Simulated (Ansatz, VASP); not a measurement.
# Cross-check of LaBPd3 between VASP and Ansatz, part 3 of 3

One calculation is typed for both programs; each brings its own data sets. How far apart do they land? Of the first pair: The two relaxations start from unlike cells of this crystal (the structure described is Ansatz's start), so only their ends are compared.

VASP 6.6.1 and Ansatz 0.2.0.

So far: Set-up; VASP: relaxation of cell and atoms, PBEsol, pair 1; Ansatz: relaxation of cell and atoms, PBEsol, pair 1; Differences; VASP: relaxation of cell and atoms, PBEsol, pair 2; Ansatz: relaxation of cell and atoms, PBEsol, pair 2.

**8. VASP: relaxation of cell and atoms, PBEsol, pair 3**

Level of this step: PBEsol; plane waves and PAW (La, B, Pd) (VASP).

The relaxed volume is the usual yardstick between codes: in a stiff, nearly cubic crystal its relative difference is about their pressure difference at one cell divided by the bulk modulus. This pair takes another cell of the material, with 10 atoms against 5 for the pair before.

File INCAR:

```
SYSTEM = LaBPd3
PREC = Accurate
ENCUT = 500
EDIFF = 1E-07
NELM = 200
ISMEAR = 1
SIGMA = 0.2
LREAL = .FALSE.
ALGO = Normal
GGA = PS
NBANDS = 54
LASPH = .TRUE.
LORBIT = 11
LWAVE = .FALSE.
LCHARG = .FALSE.
ISIF = 3
IBRION = 2
NSW = 80
EDIFFG = -0.005
GGA_COMPAT = .FALSE.
NELMIN = 4
LMAXMIX = 6
KPAR = 2
```

File POSCAR:

```
LaBPd3
1.0
    2.8715670000     -3.3821240000      0.0000000000
    2.8715670000      3.3821240000      0.0000000000
    0.0000000000      0.0000000000      8.4809060000
La B Pd
2 2 6
Direct
    0.0248357245      0.9751642755      0.2500000590
    0.9751642755      0.0248357245      0.7500000590
    0.5000000000      0.5000000000      0.0000000000
    0.5000000000      0.5000000000      0.5000000000
    0.4999999129      0.9999999129      0.0000000000
    0.4999999129      0.9999999129      0.5000000000
    0.9999999129      0.4999999129      0.0000000000
    0.9999999129      0.4999999129      0.5000000000
    0.5725802780      0.4274197220      0.2500000590
    0.4274197220      0.5725802780      0.7500000590
```

File KPOINTS:

```
Automatic mesh
0
Gamma
8 8 4
0 0 0
```

The projector-augmented-wave data sets are La, B and Pd (PBE family, release 64).

The run is started by

```
$ mpirun -np 2 vasp_std
```

Numbers of over 12 decimals in the logs are rounded to 6 here.

The log of the run:

```text
[banner, memory and clock lines left out]
running    2 mpi-ranks, on    1 nodes
[...]
[... a notice as in an earlier step ...]

 LDA part: xc-table for (Slater+PW92), standard interpolation
 POSCAR, INCAR and KPOINTS ok, starting setup
[...]
entering main loop
       N       E                     dE             d eps       ncg     rms          rms(c)
DAV:   1     0.880789896331E+03    0.88079E+03   -0.35102E+04  7132   0.229E+03
DAV:   2     0.129655350070E+03   -0.75113E+03   -0.69948E+03  7852   0.466E+02
DAV:   3    -0.269747718397E+02   -0.15663E+03   -0.14585E+03  8304   0.192E+02
DAV:   4    -0.657321195475E+02   -0.38757E+02   -0.36502E+02 13028   0.747E+01
[...]
DAV:  14    -0.665436340883E+02   -0.58394E-06   -0.10525E-05 11392   0.257E-02    0.351E-03
DAV:  15    -0.665436341677E+02   -0.79359E-07   -0.15609E-06 11928   0.796E-03    0.142E-03
DAV:  16    -0.665436340834E+02    0.84332E-07   -0.19639E-07  6256   0.279E-03
   1 F= -.66543634E+02 E0= -.66540660E+02  d E =-.665436E+02
[... from here on, the cycles between the ionic steps are left out ...]
   2 F= -.66543645E+02 E0= -.66540671E+02  d E =-.110623E-04
   3 F= -.66543647E+02 E0= -.66540672E+02  d E =-.124243E-04
   4 F= -.66543659E+02 E0= -.66540682E+02  d E =-.127786E-04
 trial-energy change:   -0.000013  1 .order   -0.000013   -0.000016   -0.000010
 step:   2.5996(harm=  2.5996)  dis= 0.00149  next Energy=   -66.543668 (dE=-0.219E-04)
 reached required accuracy - stopping structural energy minimisation
```

OUTCAR, selected parts (step 8):

```text
  Total        0.0128481      0.0276661      0.0108774      0.0000000     -0.0000000      0.0000000
  in kB        0.1249996      0.2691635      0.1058262      0.0000000     -0.0000000      0.0000000
  external PRESSURE =       0.1666631 kB  Pullay stress =       0.0000000 kB

 POSITION                                       TOTAL-FORCE (eV/Angst)
 -----------------------------------------------------------------------------------
      2.87126      3.21471      2.11994        -0.000000      0.003876      0.000000
      2.87126     -3.21471      6.35983        -0.000000     -0.003876      0.000000
      2.87126     -0.00000      0.00000        -0.000000     -0.000000      0.000000
      2.87126     -0.00000      4.23989         0.000000     -0.000000      0.000000
      4.30689      1.69093      0.00000        -0.000000     -0.000000      0.000000
      4.30689      1.69093      4.23989        -0.000000     -0.000000      0.000000
      4.30689     -1.69093     -0.00000         0.000000     -0.000000      0.000000
      4.30689     -1.69093      4.23989        -0.000000     -0.000000      0.000000
      2.87126     -0.49179      2.11994        -0.000000     -0.004280      0.000000
      2.87126      0.49179      6.35983        -0.000000      0.004280      0.000000
 -----------------------------------------------------------------------------------
    total drift:                                0.000449     -0.000000     -0.000370

  FREE ENERGIE OF THE ION-ELECTRON SYSTEM (eV)
  ---------------------------------------------------
  free  energy   TOTEN  =       -66.5436592863 eV

  energy  without entropy=      -66.5347283556  energy(sigma->0) =      -66.54068231

[... 1 part as in an earlier step ...]

[... 3 further parts left out ...]
[key lines of the parts left out:]
E-fermi :   9.9096
```

**9. Ansatz: relaxation of cell and atoms, PBEsol, pair 3**

The same cell, functional, mesh and smearing now go to Ansatz, which takes its cutoff from its data sets.

The cell is taken from a series of runs on this material, whose earlier steps may have relaxed, scaled, displaced or heated it; both programs get it as it stands.

File input.yaml:

```yaml
crystal:
  lattice:
    - [2.8715668123, -3.3821240771, 0.0]
    - [2.8715668123, 3.3821240771, 0.0]
    - [0.0, 0.0, 8.4809060539]
  atoms:
    - { symbol: La, position: [0.024835759, 0.975164241, 0.25] }
    - { symbol: La, position: [0.975164241, 0.024835759, 0.75] }
    - { symbol: B, position: [0.5, 0.5, 0.0] }
    - { symbol: B, position: [0.5, 0.5, 0.5] }
    - { symbol: Pd, position: [0.5, 0.0, 0.0] }
    - { symbol: Pd, position: [0.5, 0.0, 0.5] }
    - { symbol: Pd, position: [0.0, 0.5, 0.0] }
    - { symbol: Pd, position: [0.0, 0.5, 0.5] }
    - { symbol: Pd, position: [0.5725802307, 0.4274197693, 0.25] }
    - { symbol: Pd, position: [0.4274197693, 0.5725802307, 0.75] }
kpoints:
  mp_grid: { grid: [8, 8, 4] }
hamiltonian:
  xc: pbesol
  pseudopotentials: { kind: paw, azcp: { folder: soft_1 }, xc_functional: pbe }
scf:
  occupations: { method: methfessel_paxton, width: 0.2 }
output:
  forces: true
  stress: true
  eigenvalues: true
relax:
  adjacent_minimum: "off"
  f_tol: 0.001
  max_steps: 60
  cell: { stress_tol: 0.01 }
```

The run is started by

```
$ ansatz run input.yaml --threads 4 --pin off --max-ram 10240MiB --backend cpu --events-out ev --progress --plain --runs-dir out
```

The log of the run:

```text
[...]
Crystal: 10 atoms, lattice volume = 164.733 Å³
Basis set: ecut = 420 eV, 3247 PW (Γ), exchange–correlation on 60×60×120 points (8 copies of the dense FFT grid, shifted against one another)
Bands: 82, of which v1, the nominal top of the filled ones, is band 68 counted from 1 (67 counted from 0)
Symmetry: 8 space group operations
[...]
k-points: 63 of 256
[...]
- { symbol: B, position: [0.500000, 0.500000, 0] }
    - { symbol: B, position: [0.500000, 0.500000, 0.5] }
    - { symbol: Pd, position: [0.5, -2.7755575615628914e-17, 0] }
    - { symbol: Pd, position: [0.5, -2.7755575615628914e-17, 0.5] }
    - { symbol: Pd, position: [-2.7755575615628914e-17, 0.5, 0] }
    - { symbol: Pd, position: [-2.7755575615628914e-17, 0.5, 0.5] }
    - { symbol: Pd, position: [0.572572, 0.427428, 0.25] }
    - { symbol: Pd, position: [0.427428, 0.572572, 0.750000] }
[key lines of the parts left out:]
SCF converged after 5 iterations
Free energy (F): -54074.477440 eV
Fermi energy:    16.864035 eV
P = ⅓ Tr σ = 0.0005 GPa (0.005 kbar)
```

**10. Differences**

What differs besides the data sets and the points named for the pairs above, as far as they apply: the data sets hold 136 valence electrons in Ansatz (on its PAW soft_1 files) and 88 in VASP. Total energies have different zeros and are not compared.

The two programs side by side:

| quantity | Ansatz | VASP | difference |
| --- | --- | --- | --- |
| volume (Å³) | 164.74 | 164.68 | +0.04 % |
| edge a after relaxation, in the typed setting (Å) | 4.437 | 4.436 | +0.02 % |
| edge c after relaxation, in the typed setting (Å) | 8.481 | 8.480 | +0.01 % |

**11. Results**

- difference in volume (relaxation of cell and atoms, PBEsol, pair 1): -0.028 %
- difference in volume (relaxation of cell and atoms, PBEsol, pair 2): 0.043 %
- difference in volume (relaxation of cell and atoms, PBEsol, pair 3): 0.038 %

What this shows: The difference in volume is 0.043 % (relaxation of cell and atoms, PBEsol, pair 2), within the 1.2 % picked in this series as the mark of a large difference, as far as the stopping tolerances let one tell. The data sets hold unlike numbers of valence electrons (68 in Ansatz and 44 in VASP and 136 in Ansatz and 88 in VASP), so part of the differences comes from the potentials. 1 further run of this series is not shown here. Such differences can come from data sets, numerical settings and the points named under the comparisons, not from the functional's error against experiment.

[Lines on the potential files, build, host, timing and source positions are cut from VASP's logs without a mark.]

[Logs are printed without paths, hosts, clocks, repeated set-up lines and the standing remarks that a program may print on its own settings, such as how far it seeks lower states.]

[Hosts, paths, dates, database ids (printed as entryN), source tags and the programs' standing remarks are cut or masked in the printed files.]
